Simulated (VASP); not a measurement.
Energy against volume of AlN (wurtzite). Method: vdW-DF2, VASP's PBE PAW potentials (set 64) (plane waves; VASP). Run with 520 eV cut-off, 8×8×5 Γ-centred mesh, Gaussian smearing of 0.050 eV, potentials Al N.

Shape and ions are relaxed at each volume.

```csv
V (Å³/atom),E (eV/atom)
10.256,-5.83319
10.584,-5.85243
10.911,-5.85870
11.238,-5.85378
```

Q: Fit these four points and predict the energy of the run at 11.566 Å³/atom.

A: A cubic in V^(−2/3), the third-order Birch-Murnaghan form, passes through the four points with V0 = 10.92 Å³/atom and B0 = 182 GPa, and gives -5.8391 eV/atom there. The run gave -5.8392 eV/atom, -0.1 meV/atom from the fit; all five points give B0 = 181 GPa.

The compound is AlN in the wurtzite structure. It was relaxed first.
